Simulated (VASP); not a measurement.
Calculation: PBEsol GGA, VASP's PBE PAW potentials (set 64) (plane waves; VASP).

Input for VASP

### INCAR
```
ALGO = Normal
EDIFF = 1E-6
EDIFFG = -0.02
ENCUT = 500
GGA = PS
IBRION = 2
ISIF = 3
ISMEAR = 1
LASPH = .TRUE.
LCHARG = .FALSE.
LMAXMIX = 4
LREAL = .FALSE.
LWAVE = .FALSE.
NELM = 100
NSW = 40
PREC = Accurate
PSTRESS = 450
SIGMA = 0.1
SYSTEM = Ag
```

File POSCAR:
```
Ag
1.0
  0.0000000000   1.9206903701   1.9206903701
  1.9206903701   0.0000000000   1.9206903701
  1.9206903701   1.9206903701   0.0000000000
Ag
1
Direct
  0.0000000000   0.0000000000   0.0000000000
```

### KPOINTS
```
Regular mesh
0
G
 16 16 16
0 0 0
```

POTCAR, in this order: Ag (PBE.64 set). Program: vasp_std.

Output of the run:

**OUTCAR**
```
 ion  position               nearest neighbor table
   1  0.000  0.000  0.000-
  LATTYP: Found a face centered cubic cell.
 ALAT       =     3.8413807402
 Subroutine PRICEL returns:
 Original cell was already a primitive cell.
 Subroutine GETGRP returns: Found 48 space group operations
The static configuration has the point symmetry O_h .
The dynamic configuration has the point symmetry O_h .
 Subroutine INISYM returns: Found 48 space group operations
 Subroutine IBZKPT returns following result:
 Found    145 irreducible k-points:

 Following reciprocal coordinates:
            Coordinates               Weight
  0.000000  0.000000  0.000000      1.000000
  0.062500  0.000000  0.000000      8.000000
  0.125000  0.000000  0.000000      8.000000
  0.187500  0.000000  0.000000      8.000000
  0.250000  0.000000  0.000000      8.000000
  0.312500  0.000000  0.000000      8.000000
  0.375000  0.000000  0.000000      8.000000
  0.437500  0.000000  0.000000      8.000000
  0.500000  0.000000  0.000000      4.000000
  0.062500  0.062500  0.000000      6.000000
  0.125000  0.062500  0.000000     24.000000
  0.187500  0.062500  0.000000     24.000000
  0.250000  0.062500  0.000000     24.000000
  0.312500  0.062500  0.000000     24.000000
  0.375000  0.062500  0.000000     24.000000
  0.437500  0.062500  0.000000     24.000000
  0.500000  0.062500  0.000000     24.000000
 -0.437500  0.062500  0.000000     24.000000
 -0.375000  0.062500  0.000000     24.000000
 -0.312500  0.062500  0.000000     24.000000
 -0.250000  0.062500  0.000000     24.000000
 -0.187500  0.062500  0.000000     24.000000
 -0.125000  0.062500  0.000000     24.000000
 -0.062500  0.062500  0.000000     12.000000
  0.125000  0.125000  0.000000      6.000000
  0.187500  0.125000  0.000000     24.000000
  0.250000  0.125000  0.000000     24.000000
  0.312500  0.125000  0.000000     24.000000
  0.375000  0.125000  0.000000     24.000000
  0.437500  0.125000  0.000000     24.000000
  0.500000  0.125000  0.000000     24.000000
 -0.437500  0.125000  0.000000     24.000000
 -0.375000  0.125000  0.000000     24.000000
 -0.312500  0.125000  0.000000     24.000000
 -0.250000  0.125000  0.000000     24.000000
 -0.187500  0.125000  0.000000     24.000000
 -0.125000  0.125000  0.000000     12.000000
  0.187500  0.187500  0.000000      6.000000
  0.250000  0.187500  0.000000     24.000000
  0.312500  0.187500  0.000000     24.000000
   k-points           NKPTS =    145   k-points in BZ     NKDIM =    145   number of bands    NBANDS=      9
   number of dos      NEDOS =    301   number of ions     NIONS =      1
   total plane-waves  NPLWV =   8000
   dimension x,y,z NGX =    20 NGY =   20 NGZ =   20
   dimension x,y,z NGXF=    40 NGYF=   40 NGZF=   40
   ions per type =               1
   PREC   = accura    normal or accurate (medium, high low for compatibility)
   ISTART =      0    job   : 0-new  1-cont  2-samecut
   ICHARG =      2    charge: 1-file 2-atom 10-const
   ISPIN  =      1    spin polarized calculation?
   LNONCOLLINEAR =      F non collinear calculations
   LSORBIT =      F    spin-orbit coupling
   INIWAV =      1    electr: 0-lowe 1-rand  2-diag
   ENCUT  =  500.0 eV  36.75 Ry    6.06 a.u.   4.95  4.95  4.95*2*pi/ulx,y,z
   NELM   =    100;   NELMIN=  2; NELMDL= -5     # of ELM steps
   EDIFF  = 0.1E-05   stopping-criterion for ELM
   LREAL  =      F    real-space projection
   NLSPLINE    = F    spline interpolate recip. space projectors
   LMAXMIX     =    4 max onsite mixed and CHGCAR
   VOSKOWN=      0    Vosko Wilk Nusair interpolation
...
```

### OSZICAR
```
       N       E                     dE             d eps       ncg     rms          rms(c)
DAV:   1     0.424553926036E+02    0.42455E+02   -0.57888E+03  2722   0.110E+03
DAV:   2    -0.315189244561E+01   -0.45607E+02   -0.43757E+02  2689   0.210E+02
DAV:   3    -0.350915944032E+01   -0.35727E+00   -0.35714E+00  3066   0.222E+01
DAV:   4    -0.350992339553E+01   -0.76396E-03   -0.76394E-03  2907   0.914E-01
DAV:   5    -0.350992744667E+01   -0.40511E-05   -0.40512E-05  2893   0.607E-02    0.927E+00
DAV:   6    -0.314568566050E+01    0.36424E+00   -0.14339E+00  2649   0.135E+01    0.525E+00
DAV:   7    -0.312220023084E+01    0.23485E-01   -0.41076E-02  2824   0.220E+00    0.259E+00
DAV:   8    -0.311618311352E+01    0.60171E-02   -0.12296E-03  2668   0.410E-01    0.149E-01
DAV:   9    -0.311619284847E+01   -0.97349E-05   -0.12794E-05  2996   0.386E-02    0.106E-02
DAV:  10    -0.311619639668E+01   -0.35482E-05   -0.24999E-06  2815   0.145E-02    0.569E-03
DAV:  11    -0.311619622873E+01    0.16796E-06   -0.12824E-07  1335   0.427E-03
   1 F= 0.86399560E+00 E0= 0.86402133E+00  d E =0.863996E+00
       N       E                     dE             d eps       ncg     rms          rms(c)
DAV:   1    -0.720311375494E+01   -0.40869E+01   -0.95975E+01  2644   0.121E+02    0.215E+01
DAV:   2    -0.233564209308E+01    0.48675E+01   -0.16316E+01  2613   0.477E+01    0.345E+00
DAV:   3    -0.209438411881E+01    0.24126E+00   -0.74417E-01  2761   0.926E+00    0.164E+00
DAV:   4    -0.207079769830E+01    0.23586E-01   -0.32060E-02  2728   0.166E+00    0.581E-01
DAV:   5    -0.206996316637E+01    0.83453E-03   -0.82677E-03  2957   0.829E-01    0.115E-01
DAV:   6    -0.207009055521E+01   -0.12739E-03   -0.82373E-05  2956   0.925E-02    0.304E-02
DAV:   7    -0.207008362837E+01    0.69268E-05   -0.13981E-06  2461   0.150E-02    0.517E-03
DAV:   8    -0.207008397120E+01   -0.34282E-06   -0.14456E-07  1338   0.427E-03
   2 F= 0.11936865E+01 E0= 0.11940030E+01  d E =0.329691E+00
       N       E                     dE             d eps       ncg     rms          rms(c)
DAV:   1    -0.576607737870E+01   -0.36960E+01   -0.59368E+01  2640   0.103E+02    0.103E+01
DAV:   2    -0.317138097001E+01    0.25947E+01   -0.77203E+00  2621   0.324E+01    0.655E+00
DAV:   3    -0.299178585303E+01    0.17960E+00   -0.61269E-01  2785   0.869E+00    0.391E+00
DAV:   4    -0.297079620339E+01    0.20990E-01   -0.22311E-02  2765   0.176E+00    0.955E-01
DAV:   5    -0.296941958753E+01    0.13766E-02   -0.40119E-03  2714   0.498E-01    0.484E-02
DAV:   6    -0.296948764465E+01   -0.68057E-04   -0.76386E-05  2791   0.996E-02    0.184E-02
DAV:   7    -0.296948745572E+01    0.18893E-06   -0.76863E-07  2259   0.108E-02
   3 F= 0.83080241E+00 E0= 0.83076846E+00  d E =-.331932E-01
       N       E                     dE             d eps       ncg     rms          rms(c)
DAV:   1    -0.296110309201E+01    0.83846E-02   -0.15748E-02  2643   0.160E+00    0.181E-01
DAV:   2    -0.296034243634E+01    0.76066E-03   -0.28224E-03  2626   0.607E-01    0.669E-02
DAV:   3    -0.296031218157E+01    0.30255E-04   -0.10170E-04  2765   0.107E-01    0.390E-02
DAV:   4    -0.296031058186E+01    0.15997E-05   -0.85944E-06  2715   0.289E-02    0.187E-03
DAV:   5    -0.296031059366E+01   -0.11804E-07   -0.66206E-08  1324   0.297E-03
   4 F= 0.83068094E+00 E0= 0.83064423E+00  d E =-.333147E-01
```

**OUTCAR**
```
------------------------ aborting loop because EDIFF is reached ----------------------------------------
  FORCE on cell =-STRESS in cart. coord.  units (eV):
  Direction    XX          YY          ZZ          XY          YZ          ZX
  --------------------------------------------------------------------------------------
  Total        3.7759040      3.7759040      3.7759040      0.0000000      0.0000000     -0.0000000
  in kB      448.2090778    448.2090778    448.2090778      0.0000000      0.0000000     -0.0000000
  external PRESSURE =      -1.7909222 kB  Pullay stress =     450.0000000 kB
  volume of cell :       13.50
      direct lattice vectors                 reciprocal lattice vectors
     0.000000000  1.889761350  1.889761350    -0.264583673  0.264583673  0.264583673
     1.889761350  0.000000000  1.889761350     0.264583673 -0.264583673  0.264583673
     1.889761350  1.889761350  0.000000000     0.264583673  0.264583673 -0.264583673
 POSITION                                       TOTAL-FORCE (eV/Angst)
 -----------------------------------------------------------------------------------
      0.00000      0.00000      0.00000         0.000000      0.000000     -0.000000
 -----------------------------------------------------------------------------------
    total drift:                               -0.000000     -0.000000     -0.000000
  FREE ENERGIE OF THE ION-ELECTRON SYSTEM (eV)
  ---------------------------------------------------
  free  energy   TOTEN  =        -2.9603105937 eV

  energy  without entropy=       -2.9604207283  energy(sigma->0) =       -2.96034731
  enthalpy is  TOTEN    =         0.8306809392 eV   P V=        3.7909915328

 reached required accuracy - stopping structural energy minimisation
```
(Selected blocks of OUTCAR.)

CONTCAR:
```
Ag
   1.00000000000000
     0.0000000000000000    1.8897613502099735    1.8897613502099735
     1.8897613502099735    0.0000000000000000    1.8897613502099735
     1.8897613502099735    1.8897613502099735    0.0000000000000000
  Ag
     1
Direct
     0.0000000000000000    0.0000000000000000    0.0000000000000000
```

Energy and stress use the plane-wave basis of the starting cell.

The compound is Ag in the fcc structure. This run relaxes it under an external pressure of 45 GPa. Symmetry was kept, so distortions that lower it aren't found.
